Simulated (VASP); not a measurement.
# GW on CdF2: a test of the settings, part 2 of 2

How far does the GW correction to the gap of CdF2 depend on the settings? The starting structure is a measured crystal structure from the Crystallography Open Database. Cell and atoms stay as given.

VASP 6.6.1.

Results so far: G0W0 (response cutoff 100 eV, 4×4×4 mesh) 5.38 eV; G0W0 (response cutoff 160 eV, 4×4×4 mesh) 5.37 eV; G0W0 (response cutoff 240 eV, 4×4×4 mesh) 5.55 eV.

### Step 5. GW0 with iterated eigenvalues (response cutoff 160 eV, 4×4×4 mesh)

Level of this step: evGW0 on LDA; plane waves and PAW (Cd_GW, F_GW) (VASP).

It reads the orbitals and their derivatives (WAVECAR and WAVEDER) of a run with the empty bands, which follows a ground-state run; neither is shown.

Input file INCAR:

```
SYSTEM = CdF2
PREC = Accurate
ENCUT = 520
ISMEAR = 0
SIGMA = 0.01
LREAL = .FALSE.
GGA = CA
NBANDS = 180
ALGO = EVGW0
NELMGW = 4
ENCUTGW = 160
NOMEGA = 40
PRECFOCK = Fast
NBANDSGW = 24
LWAVE = .FALSE.
LCHARG = .FALSE.
```

Input file POSCAR:

```
CdF2
1.0
    0.0000000000      2.6940000000      2.6940000000
    2.6940000000      0.0000000000      2.6940000000
    2.6940000000      2.6940000000      0.0000000000
Cd F
1 2
Direct
    0.0000000000      0.0000000000      0.0000000000
    0.7500000000      0.7500000000      0.7500000000
    0.2500000000      0.2500000000      0.2500000000
```

Input file KPOINTS:

```
Automatic mesh
0
Gamma
4 4 4
0 0 0
```

PAW data sets: Cd_GW and F_GW (LDA family, release 64).

The run is started by

```
$ mpirun -np 4 vasp_std
```

Output:

```text
[banner, memory and clock lines left out]
running    4 mpi-ranks, on    1 nodes
[...]
[... a notice as in an earlier step ...]

 LDA part: xc-table for (Slater(with rela. corr.)+CA(PZ))
 , standard interpolation
 found WAVECAR, reading the header
 POSCAR, INCAR and KPOINTS ok, starting setup
[...]
reading WAVECAR
 the WAVECAR file was read successfully
 initial charge from wavefunction
 available memory per node:     65.36 GB, setting MAXMEM to     66926

 The Fermi energy was updated, please check that it is located mid-gap
 values below the HOMO (VB) or above the LUMO (CB) will cause erroneous energies
 E-fermi :   1.8193

 calculate exact exchange contribution
 the WAVEDER file was read successfully
energies w=
    0.000    0.000    0.860    0.000    1.716    0.000    2.561    0.000
    3.393    0.000    4.210    0.000    5.009    0.000    5.790    0.000
    6.554    0.000    7.302    0.000    8.037    0.000    8.762    0.000
[...]
total number of BLAS operations        374.47 Gflops
NQ=   4    0.2500    0.2500    0.0000,
|.........|.........|.........|.........|.........|.........|.........|.........
 performed       2104000 updates of chi_q(r,r)
 total number of BLAS operations        525.94 Gflops
NQ=   5    0.5000    0.2500    0.0000,
|.........|.........|.........|.........|.........|.........|.........|.........
 performed       2900000 updates of chi_q(r,r)
 total number of BLAS operations        741.61 Gflops
NQ=   6   -0.2500    0.2500    0.0000,
|.........|.........|.........|.........|.........|.........|.........|.........
 performed       3609000 updates of chi_q(r,r)
 total number of BLAS operations        925.61 Gflops
NQ=   7    0.5000    0.5000    0.0000,
|.........|.........|.........|.........|.........|.........|.........|.........
 performed       4076000 updates of chi_q(r,r)
 total number of BLAS operations       1060.76 Gflops
NQ=   8   -0.2500    0.5000    0.2500,
|.........|.........|.........|.........|.........|.........|.........|.........
 performed       4682000 updates of chi_q(r,r)
 total number of BLAS operations       1210.99 Gflops
 resolving degeneracies of screened two electron integrals

 calculate QP shifts <psi_nk| G(iteration)W_0 |psi_nk>: iteration 4
 entering main loop
```

The job ended after 1.9 min (4 MPI ranks of Intel Xeon 6975P-C (Granite Rapids), shared host; peak memory 0.88 GiB).

Parts of OUTCAR (step 5):

```text
 QP shifts <psi_nk| G(iteration)W_0 |psi_nk>: iteration 2
 k-point   1 :       0.0000    0.0000    0.0000
  band No. old QP-enery  QP-energies   sigma(KS)   T+V_ion+V_H  V^pw_x(r,r')   Z            occupation Imag(sigma)
    ...
     10      -1.8868      -2.2452     -24.1942      21.8241     -29.7858       0.7415       2.0000       0.1472
     11      -1.8408      -2.1992     -23.1890      20.8769     -28.2428       0.7605       2.0000       0.1645
     12      -1.8408      -2.1992     -23.1890      20.8769     -28.2428       0.7605       2.0000       0.1645
     13      -1.8408      -2.1992     -23.1890      20.8769     -28.2428       0.7605       2.0000       0.1645
     14       4.3923       4.5217     -10.6533      15.1983      -6.9105       0.8475       0.0000      -0.0556
     15      14.2463      14.4723      -8.1069      22.6240      -3.5752       0.8342       0.0000      -0.1013
     16      14.2463      14.4723      -8.1069      22.6240      -3.5752       0.8342       0.0000      -0.1013
     17      14.2463      14.4723      -8.1069      22.6240      -3.5752       0.8342       0.0000      -0.1013
    ...

 QP shifts <psi_nk| G(iteration)W_0 |psi_nk>: iteration 3
 k-point   1 :       0.0000    0.0000    0.0000
  band No. old QP-enery  QP-energies   sigma(KS)   T+V_ion+V_H  V^pw_x(r,r')   Z            occupation Imag(sigma)
    ...
     10      -2.2452      -2.3351     -24.1904      21.8241     -29.7858       0.7426       2.0000       0.1452
     11      -2.1992      -2.2814     -23.1841      20.8769     -28.2428       0.7610       2.0000       0.1630
     12      -2.1992      -2.2814     -23.1841      20.8769     -28.2428       0.7610       2.0000       0.1630
     13      -2.1992      -2.2814     -23.1841      20.8769     -28.2428       0.7610       2.0000       0.1630
     14       4.5217       4.5301     -10.6666      15.1983      -6.9105       0.8444       0.0000      -0.0560
     15      14.4723      14.5030      -8.1148      22.6240      -3.5752       0.8324       0.0000      -0.1017
     16      14.4723      14.5030      -8.1148      22.6240      -3.5752       0.8324       0.0000      -0.1017
     17      14.4723      14.5030      -8.1148      22.6240      -3.5752       0.8324       0.0000      -0.1017
    ...

 QP shifts <psi_nk| G(iteration)W_0 |psi_nk>: iteration 4
 k-point   1 :       0.0000    0.0000    0.0000
  band No. old QP-enery  QP-energies   sigma(KS)   T+V_ion+V_H  V^pw_x(r,r')   Z            occupation Imag(sigma)
    ...
     10      -2.3351      -2.3555     -24.1867      21.8241     -29.7858       0.7428       2.0000       0.1451
     11      -2.2814      -2.3016     -23.1849      20.8769     -28.2428       0.7610       2.0000       0.1624
     12      -2.2814      -2.3016     -23.1849      20.8769     -28.2428       0.7610       2.0000       0.1624
     13      -2.2814      -2.3016     -23.1849      20.8769     -28.2428       0.7610       2.0000       0.1624
     14       4.5301       4.5286     -10.6700      15.1983      -6.9105       0.8444       0.0000      -0.0564
     15      14.5030      14.5070      -8.1162      22.6240      -3.5752       0.8323       0.0000      -0.1018
     16      14.5030      14.5070      -8.1162      22.6240      -3.5752       0.8323       0.0000      -0.1018
     17      14.5030      14.5070      -8.1162      22.6240      -3.5752       0.8323       0.0000      -0.1018
    ...

[... 3 parts as in an earlier step ...]

[... 1 further part left out ...]
[key lines of the parts left out:]
E-fermi :   1.8193
```

GW0 with iterated eigenvalues (response cutoff 160 eV, 4×4×4 mesh): the quasiparticle gap on this mesh is 5.947 eV, +3.136 eV from the LDA gap on the same points, with 180 bands.

### Step 6. G0W0 (response cutoff 100 eV, 6×6×6 mesh)

It reads the orbitals and their derivatives (WAVECAR and WAVEDER) of a run with the empty bands, which follows a ground-state run; neither is shown.

Edit INCAR of step 5 so:

```diff
@@ -7,6 +7,6 @@
 GGA = CA
-NBANDS = 180
+NBANDS = 92
 ALGO = EVGW0
-NELMGW = 4
-ENCUTGW = 160
+NELMGW = 1
+ENCUTGW = 100
 NOMEGA = 40
```

POSCAR is that of step 5.

Input file KPOINTS:

```
Automatic mesh
0
Gamma
6 6 6
0 0 0
```

The run is started by

```
$ mpirun -np 4 vasp_std
```

Output:

```text
[banner, memory and clock lines left out]
running    4 mpi-ranks, on    1 nodes
[...]
[... a notice as in an earlier step ...]

 LDA part: xc-table for (Slater(with rela. corr.)+CA(PZ))
 , standard interpolation
 found WAVECAR, reading the header
 POSCAR, INCAR and KPOINTS ok, starting setup
[...]
reading WAVECAR
 the WAVECAR file was read successfully
 initial charge from wavefunction
 available memory per node:     64.50 GB, setting MAXMEM to     66052

 The Fermi energy was updated, please check that it is located mid-gap
 values below the HOMO (VB) or above the LUMO (CB) will cause erroneous energies
 E-fermi :   1.8084

 calculate exact exchange contribution
 the WAVEDER file was read successfully
energies w=
    0.000    0.000    0.851    0.000    1.697    0.000    2.534    0.000
    3.358    0.000    4.167    0.000    4.958    0.000    5.732    0.000
    6.489    0.000    7.230    0.000    7.959    0.000    8.677    0.000
[...]
total number of BLAS operations        674.27 Gflops
NQ=  12   -0.3333    0.3333    0.0000,
|.........|.........|.........|.........|.........|.........|.........|.........
 performed      11977000 updates of chi_q(r,r)
 total number of BLAS operations        741.56 Gflops
NQ=  13    0.5000    0.5000    0.0000,
|.........|.........|.........|.........|.........|.........|.........|.........
 performed      12623000 updates of chi_q(r,r)
 total number of BLAS operations        785.36 Gflops
NQ=  14    0.5000    0.3333    0.1667,
|.........|.........|.........|.........|.........|.........|.........|.........
 performed      13923000 updates of chi_q(r,r)
 total number of BLAS operations        871.51 Gflops
NQ=  15   -0.3333    0.3333    0.1667,
|.........|.........|.........|.........|.........|.........|.........|.........
 performed      15108000 updates of chi_q(r,r)
 total number of BLAS operations        951.78 Gflops
NQ=  16   -0.3333    0.5000    0.1667,
|.........|.........|.........|.........|.........|.........|.........|.........
 performed      16169000 updates of chi_q(r,r)
 total number of BLAS operations       1023.69 Gflops
 resolving degeneracies of screened two electron integrals

 calculate QP shifts <psi_nk| G(iteration)W_0 |psi_nk>: iteration 1
 entering main loop
```

Wall time 1.9 min (4 MPI ranks); peak memory 1.3 GiB.

From OUTCAR (step 6):

```text
 QP shifts <psi_nk| G(iteration)W_0 |psi_nk>: iteration 1
 for sc-GW calculations column KS-energies equals QP-energies in previous step
 and V_xc(KS)=  KS-energies - (<T + V_ion + V_H > + <T+V_H+V_ion>^1  + <V_x>^1)
 k-point   1 :       0.0000    0.0000    0.0000
  band No.  KS-energies  QP-energies   sigma(KS)   V_xc(KS)     V^pw_x(r,r')   Z            occupation Imag(sigma)
    ...
     10      -0.6077      -1.7916     -24.0309     -22.4310     -29.7502       0.7400       2.0000       0.1645
     11      -0.0653      -1.7496     -23.1417     -20.9415     -28.2261       0.7656       2.0000       0.2046
     12      -0.0653      -1.7496     -23.1417     -20.9415     -28.2261       0.7656       2.0000       0.2046
     13      -0.0653      -1.7496     -23.1417     -20.9415     -28.2261       0.7656       2.0000       0.2046
     14       3.2246       4.4789     -10.5013     -11.9737      -6.9980       0.8519       0.0000      -0.0409
     15      12.7078      14.4001      -7.8919      -9.9165      -3.5879       0.8359       0.0000      -0.1129
     16      12.7078      14.4001      -7.8919      -9.9165      -3.5879       0.8359       0.0000      -0.1129
     17      12.7078      14.4001      -7.8919      -9.9165      -3.5879       0.8359       0.0000      -0.1129
    ...

[... 1 part as in an earlier step ...]

[... 2 further parts left out ...]
[key lines of the parts left out:]
E-fermi :   1.8084
```

G0W0 (response cutoff 100 eV, 6×6×6 mesh): the quasiparticle gap on this mesh is 5.396 eV, +2.563 eV from the LDA gap on the same points, with 92 bands.

### Step 7. Comparison

```
                                                               run  LDA gap on the mesh (eV)  GW gap (eV)  correction (eV)  bands
                         G0W0 (response cutoff 100 eV, 4×4×4 mesh)                     2.811        5.375            2.564     92
                         G0W0 (response cutoff 160 eV, 4×4×4 mesh)                     2.811        5.374            2.563    180
                         G0W0 (response cutoff 240 eV, 4×4×4 mesh)                     2.811        5.546            2.735    332
GW0 with iterated eigenvalues (response cutoff 160 eV, 4×4×4 mesh)                     2.811        5.947            3.136    180
                         G0W0 (response cutoff 100 eV, 6×6×6 mesh)                     2.832        5.396            2.563     92
```

### Step 8. What came out

```json
{"gap, G0W0 (response cutoff 100 eV, 4×4×4 mesh)": "5.375 eV", "gap, G0W0 (response cutoff 160 eV, 4×4×4 mesh)": "5.374 eV", "gap, G0W0 (response cutoff 240 eV, 4×4×4 mesh)": "5.546 eV", "gap, GW0 with iterated eigenvalues (response cutoff 160 eV, 4×4×4 mesh)": "5.947 eV", "gap, G0W0 (response cutoff 100 eV, 6×6×6 mesh)": "5.396 eV"}
```

In words: The correction to the LDA gap of CdF2 is +2.564 eV at a response cutoff of 100 eV, +2.563 eV at a response cutoff of 160 eV, +2.735 eV at a response cutoff of 240 eV. The number of bands rises with the cutoff. On a 6×6×6 mesh in place of 4×4×4 the correction is +2.563 eV against +2.564 eV. The quasiparticle gap is indirect in all runs, and the LDA gap on the same mesh may lie between other points, in which case the correction mixes two transitions. Iterating the eigenvalues in G raises the gap by +0.573 eV. From a response cutoff of 160 to 240 eV the correction still moves by +0.172 eV, so cutoff and bands aren't shown to be converged. The LDA gap along the bands, from another run on this structure, is 2.799 eV. On the 4×4×4 mesh it is 2.811 eV, so this mesh comes close to the edges. On the 6×6×6 mesh it is 2.832 eV, so this mesh comes close to the edges. Further runs on this material are not shown.

[Lines on the potential files, build, host, timing and source positions are cut from VASP's logs without a mark.]

[Logs are printed without paths, hosts, clocks, repeated set-up lines and the standing remarks that a program may print on its own settings, such as how far it seeks lower states.]

[Hosts, paths, dates, database ids (printed as entryN), source tags and the programs' standing remarks are cut or masked in the printed files.]
